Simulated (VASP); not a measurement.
A run of VASP 6.6.1 is set up as follows.

Contents of POSCAR:

```
HPbNO4
1.0
    4.1992300000      0.1111700000      0.1681700000
    1.9160000000      3.8913200000      0.1256800000
    1.7608500000      1.2525900000      6.3726600000
H Pb N O
1 1 1 4
Direct
    0.8914500000      0.6820200000      0.6279600000
    0.1442600000      0.9287200000      0.8835200000
    0.2567000000      0.2886100000      0.3017100000
    0.8310800000      0.6505600000      0.7840500000
    0.3869400000      0.2238000000      0.1129500000
    0.3110400000      0.0357600000      0.4585600000
    0.0772600000      0.6063300000      0.3227500000
```

The input INCAR.step1:

```
SYSTEM = HPbNO4
PREC = Accurate
ENCUT = 520
EDIFF = 1E-8
ISMEAR = -1
SIGMA = 0.05
LREAL = .False.
LASPH = .True.
NELM = 80
ALGO = Normal
ISIF = 2
LWAVE = .False.
LCHARG = .False.
GGA = PE
LEPSILON = .True.
```

The input KPOINTS.step1:

```
Automatic mesh
0
G
  7 7 5
  0 0 0
```

Contents of INCAR.step2:

```
SYSTEM = HPbNO4
PREC = Accurate
ENCUT = 520
EDIFF = 1E-5
ISMEAR = -1
SIGMA = 0.05
LREAL = .False.
LASPH = .True.
NELM = 80
ALGO = Normal
ISIF = 2
LWAVE = .True.
LCHARG = .False.
GGA = PE
```

Contents of KPOINTS.step2:

```
regular mesh
0
Gamma
  4 4 3
  0 0 0
```

The input INCAR.step3:

```
SYSTEM = HPbNO4
PREC = Accurate
ENCUT = 520
EDIFF = 1E-6
ISMEAR = -5
SIGMA = 0.05
LREAL = .False.
LASPH = .True.
NELM = 80
ALGO = Normal
ISIF = 2
LWAVE = .False.
LCHARG = .False.
METAGGA = R2SCAN
LHFCALC = .True.
AEXX = 0.2898
LMIXTAU = .True.
PRECFOCK = Normal
HFRCUT = -1
LORBIT = 10
ISTART = 1
NEDOS = 2001
```

The input KPOINTS.step3:

```
regular mesh
0
Gamma
  4 4 3
  0 0 0
```

Potentials or basis: VASP PAW PBE potentials, release 64 (H, Pb_d, N, O).

Run with:

```sh
$ cat potpaw_PBE.64/H/POTCAR potpaw_PBE.64/Pb_d/POTCAR potpaw_PBE.64/N/POTCAR potpaw_PBE.64/O/POTCAR > POTCAR
$ cp INCAR.step1 INCAR
$ cp KPOINTS.step1 KPOINTS
$ mpirun -np 8 vasp_std > vasp.out
$ cp INCAR.step2 INCAR
$ cp KPOINTS.step2 KPOINTS
$ mpirun -np 8 vasp_std > vasp.out
$ cp INCAR.step3 INCAR
$ cp KPOINTS.step3 KPOINTS
$ mpirun -np 8 vasp_std > vasp.out
```

Question: What does it give for the largest force?

Answer: 1.553 eV/Å.

Question: Estimate the pressure.

Answer: -5.6 GPa.

Question: What does it give for the band gap on the k mesh?

Answer: 5.60 eV, indirect (least direct gap 5.61 eV).

Stress tensor (GPa, compression positive):
```
-2.50  0.40  0.21
 0.40 -6.83 -0.09
 0.21 -0.09 -7.35
```

Caveat: the k mesh is coarse (spacing up to 0.43 Å⁻¹), so the values aren't converged, least of all with exact exchange; the standard files for N, O and F lose accuracy on very short bonds; the PAW data sets were made with another functional, which shifts forces and pressure a little; spin-orbit coupling is left out, which as a rule narrows the gap of such compounds by several tenths of an eV; an odd mesh through Γ misses points on the zone boundary, where band edges often lie.
